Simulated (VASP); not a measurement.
Data:

```yaml
crystal:
  lattice:
    - [0.00000, 3.02643, 3.02643]
    - [3.02643, 0.00000, 3.02643]
    - [3.02643, 3.02643, 0.00000]
  atoms:
    - { symbol: Al, position: [0.25000, 0.25000, 0.25000] }
    - { symbol: Al, position: [0.75000, 0.75000, 0.75000] }
    - { symbol: Au, position: [0.00000, 0.00000, 0.00000] }
```

Computed with optB88-vdW, VASP's PBE PAW potentials (set 64) (plane waves; VASP 6.6.1). Run with 520 eV cut-off, Gaussian smearing of 0.050 eV, potentials Al Au.

Q: Give the energies of bands 1 to 11 at the high-symmetry points, in eV from the Fermi level.

A: 
```json
[
 {"band": "1", "Γ": "-10.33", "X": "-7.16", "U": "-7.25", "L": "-8.34", "W": "-6.90"},
 {"band": "2", "Γ": "-6.46", "X": "-6.90", "U": "-6.66", "L": "-6.30", "W": "-6.90"},
 {"band": "3", "Γ": "-6.46", "X": "-6.12", "U": "-6.41", "L": "-6.22", "W": "-6.15"},
 {"band": "4", "Γ": "-6.46", "X": "-5.69", "U": "-5.79", "L": "-6.22", "W": "-6.12"},
 {"band": "5", "Γ": "-5.52", "X": "-5.69", "U": "-5.48", "L": "-5.41", "W": "-5.68"},
 {"band": "6", "Γ": "-5.52", "X": "-5.24", "U": "-5.43", "L": "-5.41", "W": "-5.12"},
 {"band": "7", "Γ": "1.97", "X": "-4.95", "U": "-4.54", "L": "-5.37", "W": "-3.95"},
 {"band": "8", "Γ": "2.98", "X": "-2.00", "U": "-3.32", "L": "0.40", "W": "-3.95"},
 {"band": "9", "Γ": "2.98", "X": "-2.00", "U": "-1.29", "L": "0.40", "W": "-2.10"},
 {"band": "10", "Γ": "2.98", "X": "1.10", "U": "1.79", "L": "3.29", "W": "4.04"},
 {"band": "11", "Γ": "3.83", "X": "2.18", "U": "4.37", "L": "3.34", "W": "4.04"}
]
```

It has no gap at this level: it comes out as a metal or semimetal.

The compound is AuAl2 in the fluorite structure. It was relaxed first. The electron count is odd and the run is not spin-polarised, which forces a metal.
